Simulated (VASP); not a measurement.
An input for Quantum ESPRESSO's pw.x (written as the equivalent of a VASP run, and not itself run):

```
&CONTROL
  calculation = 'scf'
  pseudo_dir = './pseudo'
  outdir = './out'
  tprnfor = .true.
  tstress = .true.
/
&SYSTEM
  ibrav = 0
  nat = 4
  ntyp = 3
  ecutwfc = 102
  occupations = 'tetrahedra'
  input_dft = 'pbesol'
/
&ELECTRONS
  conv_thr = 7.3e-09
  electron_maxstep = 100
/
ATOMIC_SPECIES
  Mg 24.305 Mg.upf
  Cd 112.414 Cd.upf
  Te 127.600 Te.upf
CELL_PARAMETERS angstrom
     4.5781725    0.0000000   -0.0000000
     0.0000000    4.5781725    0.0000000
     0.0000000    0.0000000    6.4224717
ATOMIC_POSITIONS crystal
  Mg   0.5000000  0.5000000  0.5000000
  Cd   0.0000000  0.0000000  1.0000000
  Te   0.0000000  0.5000000  0.2543905
  Te   0.5000000  0.0000000  0.7456095
K_POINTS automatic
  6 6 4 0 0 0
```

**Question.** Translate this input to VASP (INCAR, KPOINTS, POSCAR, choice of POTCAR).

**Answer.** Several could match; the one computed here: 
KPOINTS:
```
Automatic mesh
0
Gamma
6 6 4
0 0 0
```

File POSCAR:
```
MgCdTe2
6.4224720
  0.7128365067   0.0000000000   0.0000000000
  0.0000000000   0.7128365067   0.0000000000
  0.0000000000   0.0000000000   0.9999999587
Mg Cd Te
1 1 2
direct
  0.5000000000   0.5000000000   0.5000000000
  0.0000000000   0.0000000000   1.0000000000
  0.0000000000   0.5000000000   0.2543905061
  0.5000000000   0.0000000000   0.7456094939
```

### INCAR
```
SYSTEM = MgCdTe2
PREC = Accurate
ENCUT = 400
EDIFF = 1E-7
NELM = 100
ALGO = Normal
LREAL = .FALSE.
LASPH = .TRUE.
ISMEAR = -5
GGA = PS
LMAXMIX = 4
LWAVE = .FALSE.
LCHARG = .TRUE.
LORBIT = 11
NEDOS = 601
ISIF = 2
```

POTCAR, in this order: Mg Cd Te (PBE.64 set). Program: vasp_std.

The two are equivalent in intent, not identical: the potentials are each code's own (VASP's PAW set, PseudoDojo norm-conserving files in pw.x), so ENCUT and ecutwfc are chosen apart and not converted; conv_thr bounds pw.x's estimated SCF error, while EDIFF bounds the energy change between steps.

The structure comes from a computed database's MgCdTe2 entry (P-4m2); how it stands against other phases isn't given here. It was relaxed first.
